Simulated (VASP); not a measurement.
All values below come from PBEsol GGA, VASP's PBE PAW potentials (set 64) (plane waves; VASP 6.6.1).

The input files of a VASP run:

### KPOINTS
```
Automatic
0
gamma
  14 14 8
0 0 0
```

### POSCAR
```
Tc
1
    2.7400000000     0.0000000000     0.0000000000
   -1.3700000000     2.3729100000     0.0000000000
    0.0000000000     0.0000000000     4.3900000000
Tc
2
Direct
  0.6666670000   0.3333330000   0.7500000000
  0.3333330000   0.6666670000   0.2500000000
```

### INCAR
```
SYSTEM = Tc
NELM = 100
LMAXMIX = 4   # l cut-off of mixed one-centre charges
LWAVE = F
ENCUT = 480   # plane-wave cut-off (eV)
NSW = 60
ISIF = 3
EDIFFG = -0.01
IBRION = 2
GGA = PS   # PBEsol
LASPH = T   # aspherical one-centre terms
LREAL = F
EDIFF = 1E-6   # SCF stop (eV)
ALGO = Normal
ISMEAR = 1
LCHARG = F
SIGMA = 0.1
PREC = Accurate
```

POTCAR, in this order: Tc_pv (PBE.64 set). Program: vasp_std.

What VASP printed:

OSZICAR:
```
       N       E                     dE             d eps       ncg     rms          rms(c)
DAV:   1     0.299963979522E+03    0.29996E+03   -0.16117E+04  4096   0.152E+03
DAV:   2    -0.166011418934E+02   -0.31657E+03   -0.31353E+03  4514   0.443E+02
DAV:   3    -0.241374980455E+02   -0.75364E+01   -0.73241E+01  5004   0.793E+01
DAV:   4    -0.242130637239E+02   -0.75566E-01   -0.71999E-01  4453   0.737E+00
DAV:   5    -0.242137664782E+02   -0.70275E-03   -0.70242E-03  4575   0.671E-01    0.253E+01
DAV:   6    -0.227039374351E+02    0.15098E+01   -0.37143E+00  4342   0.189E+01    0.758E+00
DAV:   7    -0.225312121480E+02    0.17273E+00   -0.66774E-01  4675   0.715E+00    0.870E-01
DAV:   8    -0.225201455676E+02    0.11067E-01   -0.11185E-02  4202   0.120E+00    0.354E-01
DAV:   9    -0.225197632016E+02    0.38237E-03   -0.75751E-04  4856   0.230E-01    0.268E-02
DAV:  10    -0.225197655176E+02   -0.23160E-05   -0.36551E-05  4333   0.519E-02    0.139E-02
DAV:  11    -0.225197651095E+02    0.40808E-06   -0.85423E-07  2270   0.101E-02
   1 F= -.22519765E+02 E0= -.22519340E+02  d E =-.225198E+02
       N       E                     dE             d eps       ncg     rms          rms(c)
DAV:   1    -0.251894575769E+02   -0.26697E+01   -0.79896E+01  4167   0.105E+02    0.214E+01
DAV:   2    -0.225002003508E+02    0.26893E+01   -0.71873E+00  4156   0.298E+01    0.294E+00
DAV:   3    -0.223352534687E+02    0.16495E+00   -0.10061E+00  4460   0.996E+00    0.331E+00
DAV:   4    -0.223807202472E+02   -0.45467E-01   -0.40925E-02  4243   0.175E+00    0.410E-01
DAV:   5    -0.223850977032E+02   -0.43775E-02   -0.11083E-02  4540   0.986E-01    0.764E-02
DAV:   6    -0.223853040825E+02   -0.20638E-03   -0.27029E-04  4146   0.145E-01    0.321E-02
DAV:   7    -0.223853040028E+02    0.79753E-07   -0.45543E-06  4221   0.192E-02
   2 F= -.22385304E+02 E0= -.22385247E+02  d E =0.134461E+00
       N       E                     dE             d eps       ncg     rms          rms(c)
DAV:   1    -0.241817471164E+02   -0.17964E+01   -0.50233E+01  4234   0.898E+01    0.136E+01
DAV:   2    -0.225774776567E+02    0.16043E+01   -0.46380E+00  4261   0.224E+01    0.224E+00
DAV:   3    -0.225063813506E+02    0.71096E-01   -0.57889E-01  4424   0.729E+00    0.173E+00
DAV:   4    -0.225348864258E+02   -0.28505E-01   -0.37507E-02  4112   0.152E+00    0.770E-01
DAV:   5    -0.225334952384E+02    0.13912E-02   -0.52830E-03  4468   0.680E-01    0.669E-02
DAV:   6    -0.225338059322E+02   -0.31069E-03   -0.21836E-04  4433   0.126E-01    0.140E-02
DAV:   7    -0.225338060549E+02   -0.12262E-06   -0.39634E-06  4131   0.144E-02
   3 F= -.22533806E+02 E0= -.22533426E+02  d E =-.140409E-01
       N       E                     dE             d eps       ncg     rms          rms(c)
DAV:   1    -0.225339258227E+02   -0.11989E-03   -0.32737E-03  4221   0.696E-01    0.118E-01
DAV:   2    -0.225338156195E+02    0.11020E-03   -0.31758E-04  4230   0.187E-01    0.165E-02
DAV:   3    -0.225338119443E+02    0.36753E-05   -0.35802E-05  4435   0.574E-02    0.169E-02
DAV:   4    -0.225338154004E+02   -0.34561E-05   -0.17327E-06  3108   0.111E-02    0.126E-03
DAV:   5    -0.225338156033E+02   -0.20295E-06   -0.38230E-07  2046   0.585E-03
   4 F= -.22533816E+02 E0= -.22533438E+02  d E =-.140505E-01
```

### OUTCAR
```
------------------------ aborting loop because EDIFF is reached ----------------------------------------
  FORCE on cell =-STRESS in cart. coord.  units (eV):
  Direction    XX          YY          ZZ          XY          YZ          ZX
  --------------------------------------------------------------------------------------
  Total        0.0019422      0.0019422     -0.0064459      0.0000000     -0.0000000      0.0000000
  in kB        0.1114715      0.1114715     -0.3699629      0.0000000     -0.0000000      0.0000000
  external PRESSURE =      -0.0490066 kB  Pullay stress =       0.0000000 kB
  volume of cell :       27.91
      direct lattice vectors                 reciprocal lattice vectors
     2.719917577 -0.000000000  0.000000000     0.367658200  0.212267526 -0.000000000
    -1.359958788  2.355518103  0.000000000     0.000000000  0.424535052 -0.000000000
     0.000000000  0.000000000  4.357055654     0.000000000  0.000000000  0.229512790
 POSITION                                       TOTAL-FORCE (eV/Angst)
 -----------------------------------------------------------------------------------
      1.35996      0.78517      3.26779         0.000000      0.000000      0.000000
     -0.00000      1.57035      1.08926        -0.000000      0.000000      0.000000
 -----------------------------------------------------------------------------------
    total drift:                               -0.000524      0.000303     -0.000044
  FREE ENERGIE OF THE ION-ELECTRON SYSTEM (eV)
  ---------------------------------------------------
  free  energy   TOTEN  =       -22.5338156033 eV

  energy  without entropy=      -22.5326822169  energy(sigma->0) =      -22.53343781

 reached required accuracy - stopping structural energy minimisation
```
(Selected blocks of OUTCAR.)

**CONTCAR**
```
Tc
   1.00000000000000
     2.7199175766942907   -0.0000000000000000    0.0000000000000000
    -1.3599587883471453    2.3555181025925296    0.0000000000000000
     0.0000000000000000    0.0000000000000000    4.3570556539665155
  Tc
     2
Direct
     0.6666669999999968    0.3333330000000032    0.7500000000000000
     0.3333330000000032    0.6666669999999968    0.2500000000000000
```

Energy and stress use the plane-wave basis of the starting cell.

The compound is Tc in the hcp structure. This run relaxes it. Symmetry was kept, so distortions that lower it aren't found.
